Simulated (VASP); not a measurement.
Computed with PBE GGA, VASP's PBE PAW potentials (set 64) (plane waves; VASP).

VASP ran on this input.

**INCAR**
```
# general
SYSTEM =Gd
PREC   =Accurate
ENCUT  =300
LREAL  =.FALSE.
LASPH  =.TRUE.

# electronic loop
EDIFF  =1E-6
NELM   =100
ALGO   =Normal
LMAXMIX=6

# smearing
ISMEAR =0
SIGMA  =0.1

# functional
GGA    =PE

# spin
ISPIN  =2
MAGMOM =2*7.0

# ions
ISIF   =2

# output
LWAVE  =.FALSE.
LCHARG =.FALSE.
LORBIT =11
```

POSCAR:
```
Gd
1
    1.8150000000    -3.1436720000     0.0000000000
    1.8150000000     3.1436720000     0.0000000000
    0.0000000000     0.0000000000     5.7800000000
Gd
2
Direct
  0.3333330000   0.6666670000   0.2500000000
  0.6666670000   0.3333330000   0.7500000000
```

KPOINTS:
```
Automatic mesh
0
Gamma
7 7 4
0 0 0
```

POTCAR, in this order: Gd (PBE.64 set). Program: vasp_std.

Problem. What will the output report for the number of irreducible k-points (NKPTS), largest plane-wave count, number of space-group operations, FFT grid (NGX, NGY, NGZ)?

Solution. 
| Item | Value |
|---|---|
| number of irreducible k-points (NKPTS) | 24 |
| largest plane-wave count | 808 |
| number of space-group operations | 24 |
| FFT grid (NGX, NGY, NGZ) | 24 × 24 × 36 |

The structure is a typed Gd crystal. The cell was not relaxed at this level.
